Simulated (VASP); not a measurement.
# Be4TeSe3 (F-43m) in VASP: further runs

One crystal, Be4TeSe3, is run at these levels: PBE; tasks: relaxation of cell and atoms.

Everything below comes from runs of VASP 6.6.1. Logs are shortened: lines on timing, memory, paths and dates and some standing lists are left out, and cuts for length are marked.

## (1) The structure

Symmetry: F-43m, No. 216, cubic system. Conventional cell: a = 8.851 Å, b = 8.851 Å, c = 8.851 Å, α = 90.00°, β = 90.00°, γ = 90.00°. Be (site symmetry 3m) is surrounded by 2 Se at 1.89 to 1.94 Å. Te (site symmetry -43m) is surrounded by 12 Be at 3.67 Å and 8 Se at 3.83 Å. Around Se (site symmetry -43m) lie 4 Be at 1.89 Å. Se (site symmetry -43m) is surrounded by 4 Be at 1.94 Å. Around Se (site symmetry -43m) lie 12 Be at 3.66 Å and 4 Se at 3.83 Å and 4 Te at 3.83 Å.

The cell was built by a generator and needn't be a form met in nature.

## (2) Relaxation of cell and atoms, PBE

The input, INCAR:

```
PREC = Normal
ENCUT = 520
EDIFF = 1E-4
ISMEAR = 0
SIGMA = 0.15
LREAL = False
LASPH = True
NELM = 60
ALGO = Fast
ISIF = 3
LWAVE = False
LCHARG = False
GGA = PE
IBRION = 2
NSW = 24
EDIFFG = -0.08
```

The input, KPOINTS:

```
regular mesh
0
Gamma
  3 3 3
```

The input, POSCAR:

```
Be4TeSe3
1.0
    0.0000000000      4.4255016000      4.4255016000
    4.4255016000      0.0000000000      4.4255016000
    4.4255016000      4.4255016000      0.0000000000
Be Te Se
4 1 3
Direct
    0.3768360100      0.8694919700      0.3768360100
    0.3768360100      0.3768360100      0.3768360100
    0.8694919700      0.3768360100      0.3768360100
    0.3768360100      0.3768360100      0.8694919700
    0.0000000000      0.0000000000      0.0000000000
    0.5000000000      0.5000000000      0.5000000000
    0.2500000000      0.2500000000      0.2500000000
    0.7500000000      0.7500000000      0.7500000000
```

Potentials or basis: VASP PAW PBE potentials, release 64 (Be, Te, Se).

On the command line:

```console
> cat potpaw_PBE.64/Be/POTCAR potpaw_PBE.64/Te/POTCAR potpaw_PBE.64/Se/POTCAR > POTCAR
> mpirun -np 1 vasp_std > vasp.out
```

OUTCAR:

```text
PREC = Normal
   ENCUT = 520
   EDIFF = 1E-4
   ISMEAR = 0
   LREAL = False
   LASPH = True
   NELM = 60
   ISIF = 3
   GGA = PE
   IBRION = 2
   NSW = 24
   EDIFFG = -0.08

 ion  position               nearest neighbor table
   1  0.377  0.869  0.377-   6 1.89   7 1.94
   2  0.377  0.377  0.377-   6 1.89   7 1.94
   3  0.869  0.377  0.377-   6 1.89   7 1.94
   4  0.377  0.377  0.869-   6 1.89   7 1.94
   5  0.000  0.000  0.000-
   6  0.500  0.500  0.500-   1 1.89   3 1.89   4 1.89   2 1.89
   7  0.250  0.250  0.250-   2 1.94   1 1.94   3 1.94   4 1.94
   8  0.750  0.750  0.750-

  LATTYP: Found a face centered cubic cell.
 ALAT       =     8.8510032000

  Lattice vectors:

 A1 = (   0.0000000000,   4.4255016000,   4.4255016000)
 A2 = (   4.4255016000,   0.0000000000,   4.4255016000)
 A3 = (   4.4255016000,   4.4255016000,   0.0000000000)

Analysis of symmetry for initial positions (statically):
=====================================================================
 Subroutine PRICEL returns:
 Original cell was already a primitive cell.

 Routine SETGRP: Setting up the symmetry group for a
 face centered cubic supercell.

 Subroutine GETGRP returns: Found 24 space group operations
 (whereof 24 operations were pure point group operations)
 out of a pool of 48 trial point group operations.

The static configuration has the point symmetry T_d .

Analysis of symmetry for dynamics (positions and initial velocities):
=====================================================================
 Subroutine PRICEL returns:
 Original cell was already a primitive cell.

 Routine SETGRP: Setting up the symmetry group for a
 face centered cubic supercell.

 Subroutine GETGRP returns: Found 24 space group operations
 (whereof 24 operations were pure point group operations)
 out of a pool of 48 trial point group operations.

The dynamic configuration has the point symmetry T_d .

 Subroutine INISYM returns: Found 24 space group operations
 (whereof 24 operations are pure point group operations),
 and found     1 'primitive' translations

----------------------------------------------------------------------------------------

                                     Primitive cell

  volume of cell :     173.3475

  direct lattice vectors                    reciprocal lattice vectors
     0.000000000  4.425501600  4.425501600    -0.112981543  0.112981543  0.112981543
     4.425501600  0.000000000  4.425501600     0.112981543 -0.112981543  0.112981543
     4.425501600  4.425501600  0.000000000     0.112981543  0.112981543 -0.112981543

  length of vectors
     6.258604383  6.258604383  6.258604383     0.195689773  0.195689773  0.195689773

  position of ions in fractional coordinates (direct lattice)
     0.376836010  0.869491970  0.376836010
     0.376836010  0.376836010  0.376836010
     0.869491970  0.376836010  0.376836010
     0.376836010  0.376836010  0.869491970
     0.000000000  0.000000000  0.000000000
     0.500000000  0.500000000  0.500000000
     0.250000000  0.250000000  0.250000000
     0.750000000  0.750000000  0.750000000

  ion indices of the primitive-cell ions
   primitive index   ion index
                 1           1
                 2           2
                 3           3
                 4           4
                 5           5
                 6           6
                 7           7
                 8           8

----------------------------------------------------------------------------------------

 KPOINTS: regular mesh

Automatic generation of k-mesh.
 Grid dimensions read from file:
 generate k-points for:    3    3    3

 Generating k-lattice:

  Cartesian coordinates                     Fractional coordinates (reciprocal lattice)
    -0.037660514  0.037660514  0.037660514     0.333333333  0.000000000  0.000000000
     0.037660514 -0.037660514  0.037660514     0.000000000  0.333333333  0.000000000
     0.037660514  0.037660514 -0.037660514     0.000000000  0.000000000  0.333333333

  Length of vectors
     0.065229924  0.065229924  0.065229924

  Shift w.r.t. Gamma in fractional coordinates (k-lattice)
     0.000000000  0.000000000  0.000000000

 Subroutine IBZKPT returns following result:
 ===========================================

 Found      4 irreducible k-points:

 Following reciprocal coordinates:
            Coordinates               Weight
  0.000000  0.000000  0.000000      1.000000
  0.333333  0.000000  0.000000      8.000000
  0.333333  0.333333  0.000000      6.000000
 -0.333333  0.333333  0.000000     12.000000
   k-points           NKPTS =      4   k-points in BZ     NKDIM =      4   number of bands    NBANDS=     21
   number of dos      NEDOS =    301   number of ions     NIONS =      8
   total plane-waves  NPLWV =  46656
   dimension x,y,z NGX =    36 NGY =   36 NGZ =   36
   dimension x,y,z NGXF=    72 NGYF=   72 NGZF=   72
   ions per type =               4   1   3
   NGX,Y,Z   is equivalent  to a cutoff of   9.56,  9.56,  9.56 a.u.
   NGXF,Y,Z  is equivalent  to a cutoff of  19.13, 19.13, 19.13 a.u.
 SYSTEM =  unknown system
   PREC   = normal    normal or accurate (medium, high low for compatibility)
   ISTART =      0    job   : 0-new  1-cont  2-samecut
   ICHARG =      2    charge: 1-file 2-atom 10-const
   ISPIN  =      1    spin polarized calculation?
   LNONCOLLINEAR =      F non collinear calculations
   LSORBIT =      F    spin-orbit coupling
   LASPH  =      T    aspherical Exc in radial PAW
   ENCUT  =  520.0 eV  38.22 Ry    6.18 a.u.  11.64 11.64 11.64*2*pi/ulx,y,z
   NELM   =     60;   NELMIN=  2; NELMDL= -5     # of ELM steps
   EDIFF  = 0.1E-03   stopping-criterion for ELM
   LREAL  =      F    real-space projection
   EDIFFG = -.8E-01   stopping-criterion for IOM
   NSW    =     24    number of steps for IOM
   IBRION =      2    ionic relax: 0-MD 1-quasi-New 2-CG
   NFREE  =      1    steps in history (QN), initial steepest desc. (CG)
   ISIF   =      3    stress and relaxation
   ISYM   =      2    0-nonsym 1-usesym 2-fastsym
   POTIM  = 0.5000    time-step for ionic-motion
   TEBEG  =    0.0;   TEEND  =   0.0 temperature during run
   PSTRESS=    0.0 pullay stress
   NELECT =      32.0000    total number of electrons
   NUPDOWN=      -1.0000    fix difference up-down
   EMIN   =  10.00;   EMAX   =-10.00  energy-range for DOS
   EFERMI =   0.00;   METHOD = LEGACY
   ISMEAR =     0;   SIGMA  =   0.15  broadening in eV -4-tet -1-fermi 0-gaus
   EFERMI_NEDOS =   21; number of points for ismear=-14 and -15
   IALGO  =     68    algorithm
   IMIX   =      4    mixing-type and parameters
     AMIX     =   0.40;   BMIX     =  1.00
     AMIX_MAG =   1.60;   BMIX_MAG =  1.00
  volume/ion in A,a.u.               =      21.67       146.23
  Fermi-wavevector in a.u.,A,eV,Ry     =   0.932150  1.761507 11.822143  0.868903
  Thomas-Fermi vector in A             =   2.058717
   LORBIT       =      0    0 simple, 1 ext, 2 COOP (PROOUT), +10 PAW based schemes
   GGA     = PE    functional components
   LHFCALC =     F    Hartree Fock is set to
   AEXX    =    0.0000 exact exchange contribution
   IVDW    =     0    specifies the selected vdW correction
   LEPSILON=     F    determine dielectric tensor
   LRPA    =     F    only Hartree local field effects (RPA)
 conjugate gradient relaxation of ions
 non-spin polarized calculation
 RMM-DIIS sequential band-by-band and
 Gauss-broadening in eV      SIGMA  =   0.15
  energy-cutoff  :      520.00
  volume of cell :      173.35
 maximum number of plane-waves:      4693
   NGX = 23   NGY = 23   NGZ = 23

--------------------------------------- Ionic step        1  -------------------------------------------

 number of electron      31.9999990 magnetization

 Free energy of the ion-electron system (eV)
  ---------------------------------------------------
  ext. energy  EPLUGINS =         0.00000000
  ---------------------------------------------------
  free energy    TOTEN  =       -21.93081285 eV

  energy without entropy =      -21.88627486  energy(sigma->0) =      -21.90854386

------------------------ aborting loop because EDIFF is reached ----------------------------------------

  FORCE on cell =-STRESS in cart. coord.  units (eV):
  Direction    XX          YY          ZZ          XY          YZ          ZX
  --------------------------------------------------------------------------------------
  -------------------------------------------------------------------------------------
  Total       10.5101529     10.5101529     10.5101529      0.0000000      0.0000000      0.0000000
  in kB       97.1408984     97.1408984     97.1408984      0.0000000      0.0000000      0.0000000
  external PRESSURE =      97.1408984 kB  Pullay stress =       0.0000000 kB
[... 195 lines left out ...]
  energy  without entropy=      -22.7652647086  energy(sigma->0) =      -22.78023332

--------------------------------------- Ionic step        6  -------------------------------------------

 number of electron      31.9999996 magnetization

 Free energy of the ion-electron system (eV)
  ---------------------------------------------------
  ext. energy  EPLUGINS =         0.00000000
  ---------------------------------------------------
  free energy    TOTEN  =       -22.79936821 eV

  energy without entropy =      -22.76936583  energy(sigma->0) =      -22.78436702

 E-fermi :   2.5385     XC(G=0):  -8.1446

 val. band max:        2.4011803836   @ k =  -0.3333   0.3333   0.0000
 cond. band min:       2.8145467131   @ k =   0.3333   0.3333   0.0000
 fundamental gap:      0.4133663294
 Fermi energy:         2.5384926705

 k-point     1 :       0.0000    0.0000    0.0000
  band No.  band energies     occupation
      1     -13.6591      2.00000
      2     -13.5646      2.00000
      3      -8.4916      2.00000
      4      -6.9876      2.00000
      5      -4.2608      2.00000
      6      -4.2608      2.00000
[... 13 lines left out ...]
     20       5.0125      0.00000
     21       5.0125      0.00000

 k-point     2 :       0.3333    0.0000    0.0000
  band No.  band energies     occupation
      1     -13.6387      2.00000
      2     -13.5779      2.00000
      3      -8.4911      2.00000
      4      -7.0672      2.00000
      5      -4.4476      2.00000
      6      -4.4137      2.00000
[... 13 lines left out ...]
     20       4.6541      0.00000
     21       4.6653      0.00000

 k-point     3 :       0.3333    0.3333    0.0000
  band No.  band energies     occupation
      1     -13.6302      2.00000
      2     -13.5842      2.00000
      3      -8.4838      2.00000
      4      -7.0872      2.00000
      5      -4.5885      2.00000
      6      -4.5885      2.00000
[... 13 lines left out ...]
     20       4.3762      0.00000
     21       4.3764      0.00000

 k-point     4 :      -0.3333    0.3333    0.0000
  band No.  band energies     occupation
      1     -13.6172      2.00000
      2     -13.5948      2.00000
      3      -8.4820      2.00000
      4      -7.1220      2.00000
      5      -4.5478      2.00000
      6      -4.5367      2.00000
[... 13 lines left out ...]
     20       3.9400      0.00000
     21       4.1216      0.00000
[... 33 lines left out ...]
  FREE ENERGIE OF THE ION-ELECTRON SYSTEM (eV)
  ---------------------------------------------------
  free  energy   TOTEN  =       -22.7993682092 eV

  energy  without entropy=      -22.7693658266  energy(sigma->0) =      -22.78436702

 reached required accuracy - stopping structural energy minimisation
```

Wall time 43 s (1 thread of Intel Xeon Platinum 8488C (Sapphire Rapids), shared host); peak memory 0.21 GiB.

What came out:

```
Free energy                            : -22.7994 eV
Relaxed volume                         : 25.58 Å³/atom
Relaxed cell                           : a = 6.615 Å, b = 6.615 Å, c = 6.615 Å, α = 60.00°, β = 60.00°, γ = 60.00°
Space group after relaxing (to 0.05 Å) : F-43m (No. 216)
Energy gained by relaxing              : 108.6 meV/atom
Ionic steps                            : 6
Pressure after relaxing                : -0.2 GPa
Largest force after relaxing           : 0.033 eV/Å
Band gap on the k mesh                 : none (metal or under the smearing width)
```

Forces on the atoms (eV/Å):
```
Be  -0.019  0.019 -0.019
Be   0.019  0.019  0.019
Be   0.019 -0.019 -0.019
Be  -0.019 -0.019  0.019
Te   0.000  0.000  0.000
Se   0.000  0.000  0.000
Se   0.000  0.000  0.000
Se   0.000  0.000  0.000
```

Step by step:
| step | energy change (eV) | largest force (eV/Å) | pressure (GPa) | volume (Å³) |
| --- | --- | --- | --- | --- |
| 1 | 0.0000 | 1.1995 | 9.71 | 173.35 |
| 2 | -0.7999 | 0.8918 | -0.82 | 208.44 |
| 3 | -0.8387 | 0.6148 | 0.69 | 201.08 |
| 4 | -0.8386 | 0.6397 | 0.57 | 201.66 |
| 5 | -0.8644 | 0.1855 | -0.29 | 205.83 |
| 6 | -0.8686 | 0.0328 | -0.16 | 204.68 |

Final structure:
```
Be Te Se
1.0
     0.00000    4.67749    4.67749
     4.67749    0.00000    4.67749
     4.67749    4.67749    0.00000
Be Te Se
4 1 3
Cartesian
  5.8474 3.5076 5.8474
  3.5076 3.5076 3.5076
  3.5076 5.8474 5.8474
  5.8474 5.8474 3.5076
  4.6775 4.6775 0.0000
  4.6775 4.6775 4.6775
  2.3387 2.3387 2.3387
  7.0162 7.0162 7.0162
```

Levels at points of the mesh, in eV from the Fermi level:
```
           k point  band 12  band 13  band 14  band 15  band 16  band 17  band 18  band 19  band 20  band 21
(0.00, 0.00, 0.00)    -1.39    -1.39    -0.85    -0.85    -0.85    -0.36    -0.36     0.36     2.47     2.47
```

Caveat: the k mesh is coarse (spacing up to 0.41 Å⁻¹), so the values aren't converged; the volume moved by over 15 % at a fixed basis, so the end points are rough; the relaxation stopped at a loose force limit of 0.08 eV/Å, so its end isn't a converged minimum.

## (3) Relaxation of cell and atoms, PBE

This run uses another cell than the first one, of 22.58 Å³/atom, 1.042 times its volume.

INCAR is that of step 2.

KPOINTS is that of step 2.

The input, POSCAR:

```
Be4TeSe3
1.0
   -3.5612853200      3.5612853200      3.5612853200
    3.5612853200     -3.5612853200      3.5612853200
    3.5612853200      3.5612853200     -3.5612853200
Be Te Se
4 1 3
Direct
    0.5000000000      0.5000000000      0.5000000000
    0.0000000000      0.0000000000      0.5000000000
    0.0000000000      0.5000000000      0.0000000000
    0.5000000000      0.0000000000      0.0000000000
    0.0000000000      0.0000000000      0.0000000000
    0.0000000000      0.5000000000      0.5000000000
    0.5000000000      0.0000000000      0.5000000000
    0.5000000000      0.5000000000      0.0000000000
```

Potentials or basis: VASP PAW PBE potentials, release 64 (Be, Te, Se).

On the command line:

```console
> cat potpaw_PBE.64/Be/POTCAR potpaw_PBE.64/Te/POTCAR potpaw_PBE.64/Se/POTCAR > POTCAR
> mpirun -np 1 vasp_std > vasp.out
```

OUTCAR:

```text
PREC = Normal
   ENCUT = 520
   EDIFF = 1E-4
   ISMEAR = 0
   LREAL = False
   LASPH = True
   NELM = 60
   ISIF = 3
   GGA = PE
   IBRION = 2
   NSW = 24
   EDIFFG = -0.08

 ion  position               nearest neighbor table
   1  0.500  0.500  0.500-
   2  0.000  0.000  0.500-
   3  0.000  0.500  0.000-
   4  0.500  0.000  0.000-
   5  0.000  0.000  0.000-
   6  0.000  0.500  0.500-
   7  0.500  0.000  0.500-
   8  0.500  0.500  0.000-

  LATTYP: Found a body centered cubic cell.
 ALAT       =     7.1225706400

  Lattice vectors:

 A1 = (  -3.5612853200,   3.5612853200,   3.5612853200)
 A2 = (   3.5612853200,  -3.5612853200,   3.5612853200)
 A3 = (   3.5612853200,   3.5612853200,  -3.5612853200)

Analysis of symmetry for initial positions (statically):
=====================================================================
[... 171 lines left out ...]
 cond. band min:       3.4874402753   @ k =  -0.3333   0.3333   0.3333
 fundamental gap:      0.3744670628
 Fermi energy:         3.1677908382

 k-point     1 :       0.0000    0.0000    0.0000
  band No.  band energies     occupation
      1      -9.8889      2.00000
      2      -8.6775      2.00000
      3      -8.6775      2.00000
      4      -7.5326      2.00000
      5      -1.1446      2.00000
      6      -1.1446      2.00000
[... 168 lines left out ...]
--------------------------------------- Ionic step        3  -------------------------------------------

 number of electron      31.9999991 magnetization

 Free energy of the ion-electron system (eV)
  ---------------------------------------------------
  ext. energy  EPLUGINS =         0.00000000
  ---------------------------------------------------
  free energy    TOTEN  =       -24.03662267 eV

  energy without entropy =      -23.98716902  energy(sigma->0) =      -24.01189584

 E-fermi :   6.4516     XC(G=0): -10.3544

 val. band max:        6.4362884779   @ k =  -0.3333   0.3333   0.3333
 cond. band min:       7.2633227657   @ k =   0.3333   0.0000   0.0000
 fundamental gap:      0.8270342878
 Fermi energy:         6.4516379579

 k-point     1 :       0.0000    0.0000    0.0000
  band No.  band energies     occupation
      1      -8.6923      2.00000
      2      -5.9850      2.00000
      3      -5.9850      2.00000
      4      -4.5594      2.00000
      5       0.2733      2.00000
      6       0.2733      2.00000
[... 120 lines left out ...]
  FREE ENERGIE OF THE ION-ELECTRON SYSTEM (eV)
  ---------------------------------------------------
  free  energy   TOTEN  =       -24.0366226711 eV

  energy  without entropy=      -23.9871690172  energy(sigma->0) =      -24.01189584

 reached required accuracy - stopping structural energy minimisation
```

OSZICAR:

```text
N       E                     dE             d eps       ncg     rms          rms(c)
DAV:   1     0.126121915585E+03    0.12612E+03   -0.11805E+04   168   0.123E+03
DAV:   2    -0.383743297524E+01   -0.12996E+03   -0.12267E+03   204   0.177E+02
DAV:   3    -0.211745751495E+02   -0.17337E+02   -0.16275E+02   232   0.677E+01
[... 29 lines left out ...]
RMM:   5    -0.240379246432E+02    0.32508E-02   -0.13658E-02   168   0.855E-01    0.382E-01
RMM:   6    -0.240380412180E+02   -0.11657E-03   -0.13050E-02   173   0.534E-01    0.289E-01
RMM:   7    -0.240369796864E+02    0.10615E-02   -0.12191E-03   168   0.257E-01    0.189E-01
RMM:   8    -0.240366514224E+02    0.32826E-03   -0.69902E-04   156   0.126E-01    0.819E-02
RMM:   9    -0.240366226711E+02    0.28751E-04   -0.44348E-04   128   0.916E-02
   3 F= -.24036623E+02 E0= -.24011896E+02  d E =-.285682E+01
```

Run time: 31 s. Hardware: 1 thread of Intel Xeon Platinum 8488C (Sapphire Rapids), shared host; peak memory 0.21 GiB.

Results:

* Free energy: -24.0366 eV
* Relaxed volume: 15.87 Å³/atom
* Relaxed cell: a = 5.484 Å, b = 5.484 Å, c = 5.484 Å, α = 109.47°, β = 109.47°, γ = 109.47°
* Space group after relaxing (to 0.05 Å): Im-3m (No. 229)
* Energy gained by relaxing: 357.1 meV/atom
* Ionic steps: 3
* Pressure after relaxing: -0.2 GPa
* Band gap on the k mesh: none (metal or under the smearing width)

The path:
| step | energy change (eV) | largest force (eV/Å) | pressure (GPa) | volume (Å³) |
| --- | --- | --- | --- | --- |
| 1 | 0.0000 | 0.0000 | -12.60 | 180.67 |
| 2 | -2.6445 | 0.0000 | -5.47 | 138.11 |
| 3 | -2.8568 | 0.0000 | -0.20 | 126.93 |

Final structure:
```
CELL_PARAMETERS angstrom
-3.16593 3.16593 3.16593
3.16593 -3.16593 3.16593
3.16593 3.16593 -3.16593
ATOMIC_POSITIONS crystal
Be 0.50000 0.50000 0.50000
Be 0.00000 0.00000 0.50000
Be 0.00000 0.50000 0.00000
Be 0.50000 0.00000 0.00000
Te 0.00000 0.00000 0.00000
Se 0.00000 0.50000 0.50000
Se 0.50000 0.00000 0.50000
Se 0.50000 0.50000 0.00000
```

Levels at points of the mesh, in eV from the Fermi level:
| k point | band 14 | band 15 | band 16 | band 17 | band 18 | band 19 |
| --- | --- | --- | --- | --- | --- | --- |
| (0.00, 0.00, 0.00) | -1.16 | -1.16 | -1.16 | 0.94 | 1.83 | 1.83 |

Caveat: the k mesh is coarse (spacing up to 0.42 Å⁻¹), so the values aren't converged; the volume moved by over 15 % at a fixed basis, so the end points are rough; the relaxation stopped at a loose force limit of 0.08 eV/Å, so its end isn't a converged minimum. Spin-orbit coupling is left out, which matters for the levels of Te.

[end of part 1 of 2]
